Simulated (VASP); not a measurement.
Calculation: LDA (Ceperley-Alder, Perdew-Zunger), VASP's LDA PAW potentials (set 64) (plane waves; VASP).

The input files of a VASP run:

**INCAR**
```
SYSTEM = CeO2
PREC = Accurate
ENCUT = 320
EDIFF = 1E-03
NELM = 100
ALGO = Normal
LREAL = .FALSE.
LASPH = .TRUE.
ISMEAR = -1
SIGMA = 0.1
LMAXMIX = 6
LWAVE = .FALSE.
LCHARG = .FALSE.
ISIF = 2
```

**KPOINTS**
```
kpoints
0
gamma
6 6 1
0 0 0
```

### POSCAR
```
CeO2
1
    3.8660710000     0.0000000000     0.0000000000
   -3.8660710000     3.8660710000     0.0000000000
    0.0000000000     0.0000000000    14.1006000000
Ce O
2 4
Direct
 -0.0173320000   0.0017230000   0.6539940000
  0.0110420000   0.5159470000   0.4549020000
  0.4920120000   0.4871850000   0.3469690000
  0.5292640000  -0.0101540000   0.3479910000
  0.5149030000   0.0186840000   0.5483230000
  0.4701130000   0.4866150000   0.5508820000
```

POTCAR, in this order: Ce O (LDA.64 set). Program: vasp_std.

What VASP printed:

OUTCAR:
```
 ion  position               nearest neighbor table
   1  0.983  0.002  0.654-   6 2.37   5 2.40   6 2.47   5 2.49
   2  0.011  0.516  0.455-   6 2.33   5 2.33   5 2.35   4 2.38   6 2.40   3 2.43   3 2.49   4 2.54
  LATTYP: Found a simple tetragonal cell.
 ALAT       =     3.8660710000
 C/A-ratio  =     3.6472687646
 Subroutine PRICEL returns:
 Original cell was already a primitive cell.
 Subroutine GETGRP returns: Found  1 space group operations
The static configuration has the point symmetry C_1 .
The dynamic configuration has the point symmetry C_1 .
 Subroutine INISYM returns: Found  1 space group operations
 Subroutine IBZKPT returns following result:
 Found     20 irreducible k-points:

 Following reciprocal coordinates:
            Coordinates               Weight
  0.000000  0.000000  0.000000      1.000000
  0.166667  0.000000  0.000000      2.000000
 -0.166667  0.333333  0.000000      2.000000
  0.333333  0.000000  0.000000      2.000000
 -0.333333 -0.333333  0.000000      2.000000
  0.500000  0.000000  0.000000      1.000000
  0.000000  0.166667  0.000000      2.000000
 -0.166667  0.166667  0.000000      2.000000
  0.166667  0.166667  0.000000      2.000000
 -0.333333  0.500000  0.000000      2.000000
 -0.166667  0.500000  0.000000      2.000000
  0.333333 -0.166667  0.000000      2.000000
  0.333333  0.166667  0.000000      2.000000
  0.500000 -0.166667  0.000000      2.000000
  0.000000  0.333333  0.000000      2.000000
 -0.333333  0.333333  0.000000      2.000000
  0.166667  0.333333  0.000000      2.000000
  0.500000 -0.333333  0.000000      2.000000
  0.000000  0.500000  0.000000      1.000000
  0.500000  0.500000  0.000000      1.000000
   k-points           NKPTS =     20   k-points in BZ     NKDIM =     20   number of bands    NBANDS=     28
   number of dos      NEDOS =    301   number of ions     NIONS =      6
   total plane-waves  NPLWV =  64512
...
```

File OSZICAR:
```
...
DAV:  12    -0.112242097154E+03   -0.64775E+02   -0.67874E+02  1884   0.137E+02    0.101E+03
DAV:  13    -0.869636813000E+02    0.25278E+02   -0.71995E+01  1720   0.593E+01    0.930E+02
DAV:  14    -0.763943852436E+02    0.10569E+02   -0.14944E+01  1936   0.241E+01    0.871E+02
DAV:  15    -0.688390331741E+02    0.75554E+01   -0.28790E+00  2008   0.122E+01    0.800E+02
DAV:  16    -0.544223559376E+02    0.14417E+02   -0.85545E+00  1632   0.270E+01    0.739E+02
DAV:  17    -0.541493386474E+02    0.27302E+00   -0.26364E+00  1852   0.957E+00    0.705E+02
DAV:  18    -0.537409587309E+02    0.40838E+00   -0.76334E-01  1808   0.600E+00    0.700E+02
DAV:  19    -0.516465267111E+02    0.20944E+01   -0.36542E-01  1784   0.537E+00    0.687E+02
DAV:  20    -0.505817592330E+02    0.10648E+01   -0.24849E-01  1824   0.361E+00    0.661E+02
DAV:  21    -0.480565984077E+02    0.25252E+01   -0.52640E+00  1696   0.122E+01    0.565E+02
DAV:  22    -0.481220915305E+02   -0.65493E-01   -0.80208E-01  1980   0.420E+00    0.561E+02
DAV:  23    -0.500519481947E+02   -0.19299E+01   -0.77082E+00  1860   0.644E+00    0.442E+02
DAV:  24    -0.486531413609E+02    0.13988E+01   -0.19923E+00  1872   0.491E+00    0.499E+02
DAV:  25    -0.488106032712E+02   -0.15746E+00   -0.21874E-01  2004   0.156E+00    0.486E+02
DAV:  26    -0.523463093208E+02   -0.35357E+01   -0.95128E+00  1776   0.676E+00    0.368E+02
DAV:  27    -0.586976538035E+02   -0.63513E+01   -0.72597E+00  1836   0.781E+00    0.280E+02
DAV:  28    -0.587290053696E+02   -0.31352E-01   -0.50913E-01  1968   0.209E+00    0.276E+02
DAV:  29    -0.594574400322E+02   -0.72843E+00   -0.14269E-01  1732   0.106E+00    0.272E+02
DAV:  30    -0.608374039939E+02   -0.13800E+01   -0.83977E-02  1572   0.168E+00    0.271E+02
DAV:  31    -0.611879388472E+02   -0.35053E+00   -0.15298E-02  1592   0.572E-01    0.269E+02
DAV:  32    -0.611564821605E+02    0.31457E-01   -0.16796E-03   876   0.261E-01    0.269E+02
DAV:  33    -0.714126958970E+02   -0.10256E+02   -0.12018E+00  1680   0.742E+00    0.258E+02
DAV:  34    -0.725042396699E+02   -0.10915E+01   -0.96495E-02  1952   0.193E+00    0.260E+02
DAV:  35    -0.724969840778E+02    0.72556E-02   -0.16887E-02  1736   0.861E-01    0.264E+02
DAV:  36    -0.743314723550E+02   -0.18345E+01   -0.36600E-01  1640   0.508E+00    0.254E+02
DAV:  37    -0.701618561393E+02    0.41696E+01   -0.55884E-01  1628   0.808E+00    0.232E+02
DAV:  38    -0.703149722467E+02   -0.15312E+00   -0.30924E-02  1688   0.101E+00    0.230E+02
DAV:  39    -0.733183043364E+02   -0.30033E+01   -0.10743E-01  1908   0.280E+00    0.221E+02
DAV:  40    -0.704671718833E+02    0.28511E+01   -0.91979E-02  1652   0.310E+00    0.213E+02
DAV:  41    -0.649075546844E+02    0.55596E+01   -0.39071E-01  1648   0.592E+00    0.188E+02
DAV:  42    -0.651690532177E+02   -0.26150E+00   -0.46037E-02  1932   0.113E+00    0.185E+02
DAV:  43    -0.651985838297E+02   -0.29531E-01   -0.39949E-02  1624   0.132E+00    0.183E+02
DAV:  44    -0.735871858294E+02   -0.83886E+01   -0.85178E-01  1608   0.777E+00    0.195E+02
DAV:  45    -0.706718120824E+02    0.29154E+01   -0.16095E-01  1704   0.393E+00    0.185E+02
DAV:  46    -0.707173100376E+02   -0.45498E-01   -0.11254E-02  1400   0.544E-01    0.184E+02
DAV:  47    -0.694797517252E+02    0.12376E+01   -0.24087E-02  1560   0.139E+00    0.182E+02
DAV:  48    -0.688458131570E+02    0.63394E+00   -0.18861E-02  1452   0.107E+00    0.180E+02
DAV:  49    -0.682395916503E+02    0.60622E+00   -0.39251E-03  1116   0.510E-01    0.180E+02
DAV:  50    -0.676714532700E+02    0.56814E+00   -0.14802E-02  1404   0.104E+00    0.177E+02
DAV:  51    -0.165206972012E+03   -0.97536E+02   -0.17911E+02  1832   0.963E+01    0.122E+03
DAV:  52    -0.358603001765E+02    0.12935E+03   -0.50616E+02  1744   0.104E+02    0.582E+02
DAV:  53    -0.181980420112E+03   -0.14612E+03   -0.71037E+02  2020   0.117E+02    0.313E+03
DAV:  54    -0.156609350200E+03    0.25371E+02   -0.57260E+01  1384   0.468E+01    0.952E+02
DAV:  55    -0.138109659534E+03    0.18500E+02   -0.24197E+01  1396   0.501E+01    0.264E+02
DAV:  56    -0.263046187446E+03   -0.12494E+03   -0.57408E+01  1536   0.121E+02    0.126E+03
DAV:  57    -0.265093912558E+03   -0.20477E+01   -0.10995E+01  1540   0.229E+01    0.958E+02
DAV:  58    -0.244791546705E+03    0.20302E+02   -0.40039E+00  1912   0.106E+01    0.866E+02
DAV:  59    -0.238159485266E+03    0.66321E+01   -0.47373E+00  1464   0.137E+01    0.709E+02
DAV:  60    -0.246779577987E+03   -0.86201E+01   -0.83666E-01  1492   0.120E+01    0.849E+02
DAV:  61    -0.164744298326E+03    0.82035E+02   -0.36069E+02  1780   0.877E+01    0.308E+03
DAV:  62    -0.170846980877E+03   -0.61027E+01   -0.57348E+01  1824   0.313E+01    0.139E+03
DAV:  63    -0.137656545393E+03    0.33190E+02   -0.11106E+01  1440   0.449E+01    0.518E+02
DAV:  64    -0.115355012774E+03    0.22302E+02   -0.39720E+02  1592   0.979E+01    0.115E+03
DAV:  65    -0.111136726996E+03    0.42183E+01   -0.44793E+01  1756   0.460E+01    0.498E+02
DAV:  66    -0.531899011762E+02    0.57947E+02   -0.36124E+02  1904   0.467E+01    0.925E+02
DAV:  67    -0.618349961712E+02   -0.86451E+01   -0.10953E+02  1680   0.482E+01    0.699E+02
DAV:  68    -0.616811462145E+02    0.15385E+00   -0.29909E+01  1768   0.263E+01    0.698E+02
DAV:  69    -0.630532650938E+02   -0.13721E+01   -0.93126E+00  1640   0.144E+01    0.681E+02
DAV:  70    -0.643566467403E+02   -0.13034E+01   -0.11334E+00  2144   0.564E+00    0.643E+02
DAV:  71    -0.560381831733E+02    0.83185E+01   -0.23553E+01  1716   0.321E+01    0.487E+02
DAV:  72    -0.562671773354E+02   -0.22899E+00   -0.41252E+01  1680   0.332E+01    0.204E+02
DAV:  73    -0.559826550151E+02    0.28452E+00   -0.27158E+02  1492   0.145E+02    0.282E+02
DAV:  74    -0.549411941194E+02    0.10415E+01   -0.15875E+01  1636   0.309E+01    0.283E+02
DAV:  75    -0.545913024506E+02    0.34989E+00   -0.76039E+00  2008   0.111E+01    0.229E+02
DAV:  76    -0.532358728216E+02    0.13554E+01   -0.66963E+00  1828   0.119E+01    0.205E+02
DAV:  77    -0.508554107520E+02    0.23805E+01   -0.43140E+00  1808   0.129E+01    0.235E+02
DAV:  78    -0.493684590842E+02    0.14870E+01   -0.26708E+01  1688   0.259E+01    0.124E+02
DAV:  79    -0.506711304132E+02   -0.13027E+01   -0.20088E+01  1944   0.253E+01    0.109E+02
DAV:  80    -0.490736930907E+02    0.15974E+01   -0.47061E+00  1776   0.938E+00    0.171E+02
DAV:  81    -0.512578281484E+02   -0.21841E+01   -0.70598E+00  1748   0.165E+01    0.265E+02
DAV:  82    -0.536510163570E+02   -0.23932E+01   -0.26043E+00  1800   0.105E+01    0.316E+02
DAV:  83    -0.529448308118E+02    0.70619E+00   -0.13699E+00  1872   0.803E+00    0.291E+02
DAV:  84    -0.533293930796E+02   -0.38456E+00   -0.30664E-01  1808   0.405E+00    0.272E+02
DAV:  85    -0.532509273782E+02    0.78466E-01   -0.22268E-01  1760   0.277E+00    0.263E+02
DAV:  86    -0.540629112518E+02   -0.81198E+00   -0.13511E+01  1696   0.169E+01    0.171E+02
DAV:  87    -0.541741398937E+02   -0.11123E+00   -0.26497E+00  1752   0.113E+01    0.180E+02
DAV:  88    -0.571611588499E+02   -0.29870E+01   -0.32047E+00  1704   0.115E+01    0.148E+02
DAV:  89    -0.584596893357E+02   -0.12985E+01   -0.96118E-01  2208   0.478E+00    0.139E+02
DAV:  90    -0.585125950202E+02   -0.52906E-01   -0.10204E-01  1728   0.176E+00    0.140E+02
DAV:  91    -0.923173005518E+02   -0.33805E+02   -0.97726E+01  1732   0.998E+01    0.350E+02
DAV:  92    -0.832893120928E+02    0.90280E+01   -0.13495E+01  1660   0.286E+01    0.253E+02
DAV:  93    -0.844340620325E+02   -0.11447E+01   -0.57867E+01  1952   0.218E+01    0.250E+02
DAV:  94    -0.674659731384E+02    0.16968E+02   -0.92210E+00  1932   0.285E+01    0.139E+02
DAV:  95    -0.596345552775E+02    0.78314E+01   -0.13354E+01  2008   0.190E+01    0.157E+02
DAV:  96    -0.555087516288E+02    0.41258E+01   -0.70547E+01  1920   0.304E+01    0.330E+02
DAV:  97    -0.612350840613E+02   -0.57263E+01   -0.50553E+01  1908   0.193E+01    0.354E+02
DAV:  98    -0.616215804100E+02   -0.38650E+00   -0.70997E+00  1780   0.118E+01    0.345E+02
DAV:  99    -0.621078526069E+02   -0.48627E+00   -0.17152E+00  1648   0.808E+00    0.349E+02
DAV: 100    -0.633066658974E+02   -0.11988E+01   -0.62482E-01  2064   0.566E+00
   1 F= -.63306666E+02 E0= -.63275023E+02  d E =-.632863E-01
```

File OUTCAR:
```
------------------------ aborting loop EDIFF was not reached (unconverged)  ----------------------------
  FORCE on cell =-STRESS in cart. coord.  units (eV):
  Direction    XX          YY          ZZ          XY          YZ          ZX
  --------------------------------------------------------------------------------------
  Total      -11.7372788     -9.4966489   -129.0577472     -0.1781657      1.3770592      0.5958041
  in kB      -89.2279177    -72.1944347   -981.1093584     -1.3544328     10.4685356      4.5293601
  external PRESSURE =    -380.8439036 kB  Pullay stress =       0.0000000 kB
  volume of cell :      210.75
      direct lattice vectors                 reciprocal lattice vectors
     3.866071000  0.000000000  0.000000000     0.258660537  0.258660537  0.000000000
    -3.866071000  3.866071000  0.000000000     0.000000000  0.258660537  0.000000000
     0.000000000  0.000000000 14.100600000     0.000000000  0.000000000  0.070918968
 POSITION                                       TOTAL-FORCE (eV/Angst)
 -----------------------------------------------------------------------------------
      3.79240      0.00666      9.22171        -0.127343      0.366287     -7.232470
     -1.95200      1.99469      6.41439         0.012324     -0.123287     -8.552643
      0.01866      1.88349      4.89247         0.099586     -0.016113      1.661505
     -1.78064      3.82681      4.90688        -0.413087      0.141318      3.366890
      1.91842      0.07223      7.73168        -0.084223     -0.675407      5.574209
     -0.06380      1.88129      7.76777         0.512742      0.307202      5.182509
 -----------------------------------------------------------------------------------
    total drift:                               -0.155942      0.347366     -2.128088
  FREE ENERGIE OF THE ION-ELECTRON SYSTEM (eV)
  ---------------------------------------------------
  free  energy   TOTEN  =       -63.3066658974 eV

  energy  without entropy=      -63.2433795924  energy(sigma->0) =      -63.27502274
```
(Selected blocks of OUTCAR.)

### stdout
```
...
DAV:  81    -0.512578281484E+02   -0.21841E+01   -0.70598E+00  1748   0.165E+01    0.265E+02
DAV:  82    -0.536510163570E+02   -0.23932E+01   -0.26043E+00  1800   0.105E+01    0.316E+02
DAV:  83    -0.529448308118E+02    0.70619E+00   -0.13699E+00  1872   0.803E+00    0.291E+02
DAV:  84    -0.533293930796E+02   -0.38456E+00   -0.30664E-01  1808   0.405E+00    0.272E+02
DAV:  85    -0.532509273782E+02    0.78466E-01   -0.22268E-01  1760   0.277E+00    0.263E+02
DAV:  86    -0.540629112518E+02   -0.81198E+00   -0.13511E+01  1696   0.169E+01    0.171E+02
DAV:  87    -0.541741398937E+02   -0.11123E+00   -0.26497E+00  1752   0.113E+01    0.180E+02
DAV:  88    -0.571611588499E+02   -0.29870E+01   -0.32047E+00  1704   0.115E+01    0.148E+02
DAV:  89    -0.584596893357E+02   -0.12985E+01   -0.96118E-01  2208   0.478E+00    0.139E+02
DAV:  90    -0.585125950202E+02   -0.52906E-01   -0.10204E-01  1728   0.176E+00    0.140E+02
DAV:  91    -0.923173005518E+02   -0.33805E+02   -0.97726E+01  1732   0.998E+01    0.350E+02
DAV:  92    -0.832893120928E+02    0.90280E+01   -0.13495E+01  1660   0.286E+01    0.253E+02
DAV:  93    -0.844340620325E+02   -0.11447E+01   -0.57867E+01  1952   0.218E+01    0.250E+02
DAV:  94    -0.674659731384E+02    0.16968E+02   -0.92210E+00  1932   0.285E+01    0.139E+02
DAV:  95    -0.596345552775E+02    0.78314E+01   -0.13354E+01  2008   0.190E+01    0.157E+02
DAV:  96    -0.555087516288E+02    0.41258E+01   -0.70547E+01  1920   0.304E+01    0.330E+02
DAV:  97    -0.612350840613E+02   -0.57263E+01   -0.50553E+01  1908   0.193E+01    0.354E+02
DAV:  98    -0.616215804100E+02   -0.38650E+00   -0.70997E+00  1780   0.118E+01    0.345E+02
DAV:  99    -0.621078526069E+02   -0.48627E+00   -0.17152E+00  1648   0.808E+00    0.349E+02
DAV: 100    -0.633066658974E+02   -0.11988E+01   -0.62482E-01  2064   0.566E+00

 -----------------------------------------------------------------------------
|                                                                             |
|           W    W    AA    RRRRR   N    N  II  N    N   GGGG   !!!           |
|           W    W   A  A   R    R  NN   N  II  NN   N  G    G  !!!           |
|           W    W  A    A  R    R  N N  N  II  N N  N  G       !!!           |
|           W WW W  AAAAAA  RRRRR   N  N N  II  N  N N  G  GGG   !            |
|           WW  WW  A    A  R   R   N   NN  II  N   NN  G    G                |
|           W    W  A    A  R    R  N    N  II  N    N   GGGG   !!!           |
|                                                                             |
|     The electronic self-consistency was not achieved in the given           |
|     number of steps (NELM). The forces and other quantities evaluated       |
|     might not be reliable so examine the results carefully. If you find     |
|     spurious results, we suggest increasing NELM, if you were close to      |
|     convergence or switching to a different ALGO or adjusting the           |
|     density mixing parameters otherwise.                                    |
|                                                                             |
 -----------------------------------------------------------------------------

   1 F= -.63306666E+02 E0= -.63275023E+02  d E =-.632863E-01
```

The run did not converge; its last values are not results.

At this cut-off the stress carries a Pulay error, which pulls relaxed volumes low. The cell holds a wide vacuum, so values per volume refer to the whole cell.

The cell is a sheet with vacuum, built from a database entry that may be metastable or hypothetical. The run is not spin-polarised, so no magnetic state was tried.
